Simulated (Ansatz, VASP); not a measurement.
**One calculation of YSb5Se2, two programs**

Contents of INCAR:

```
SYSTEM = YSb5Se2
PREC = Accurate
ENCUT = 520
EDIFF = 1E-6
ISMEAR = 0
SIGMA = 0.1
LREAL = .FALSE.
LASPH = .TRUE.
NELM = 100
ALGO = Normal
ISIF = 2
LWAVE = .FALSE.
LCHARG = .FALSE.
GGA = PE
NBANDS = 34
```

The input KPOINTS:

```
regular mesh
0
G
  3 3 4
  0 0 0
```

POSCAR

```
YSb5Se2
1.0
    6.9847209500      0.0000000000      0.0000000000
   -3.4923604800      6.0489457800      0.0000000000
    0.0000000000      0.0000000000      5.5088786800
Y Sb Se
1 5 2
Direct
    0.0000000000      0.0000000000      0.5000000000
    0.4048676300      0.0000000000      0.0000000000
    0.0000000000      0.4048676300      0.0000000000
    0.5951323700      0.5951323700      0.0000000000
    0.3333333300      0.6666666700      0.5000000000
    0.6666666700      0.3333333300      0.5000000000
    0.3333333300      0.6666666700      0.0000000000
    0.6666666700      0.3333333300      0.0000000000
```

Input for Ansatz:

```yaml
crystal:
  lattice:
    - [6.98472095, 0.0, 0.0]
    - [-3.49236048, 6.04894578, 0.0]
    - [0.0, 0.0, 5.50887868]
  atoms:
    - { symbol: "Y", position: [0.0, 0.0, 0.5] }
    - { symbol: Sb, position: [0.40486763, 0.0, 0.0] }
    - { symbol: Sb, position: [0.0, 0.40486763, 0.0] }
    - { symbol: Sb, position: [0.59513237, 0.59513237, 0.0] }
    - { symbol: Sb, position: [0.33333333, 0.66666667, 0.5] }
    - { symbol: Sb, position: [0.66666667, 0.33333333, 0.5] }
    - { symbol: Se, position: [0.33333333, 0.66666667, 0.0] }
    - { symbol: Se, position: [0.66666667, 0.33333333, 0.0] }
basis:
  ecutwfc: 420
kpoints:
  mp_grid: { grid: [3, 3, 4] }
hamiltonian:
  xc: pbe
scf:
  occupations: { method: gaussian, width: 0.1 }
  lower_state_search: "off"
output:
  forces: true
  stress: true
  eigenvalues: true
```

Alike in both runs: task single point; functional PBE; k mesh 3 × 3 × 4; occupations gaussian, width 0.1 eV; no spin polarisation.

|  | VASP | Ansatz |
| --- | --- | --- |
| version | VASP 6.6.1 | Ansatz 0.2.0 |
| potentials or method | VASP PAW PBE potentials, release 64 (Y_sv, Sb, Se) | scalar-relativistic, plane waves, PAW |
| plane-wave cutoff (eV) | 520 | 420 |
| valence electrons in the cell | 48 | 118 |

Ansatz gave:

- gap on the k mesh at the Fermi level (eV): none
- rms of the force components (eV/Å): 2.935

Problem. What did VASP give for the same quantities?

Solution. gap on the k mesh at the Fermi level (eV): none; rms of the force components (eV/Å): 2.984.

Atom by atom the forces differ by 0.049 eV/Å (rms over components). A gap of «none» marks a metal or a gap that the smearing closes. The functional is the same, so the differences come from potentials, cutoffs and numerics. The two sets of potentials don't hold the same shells in valence.

Caveats: forces of over 1 eV/Å show positions far from the minimum, so gaps and moduli don't describe the material at rest. Spin-orbit coupling is left out, which matters for the levels of Sb.
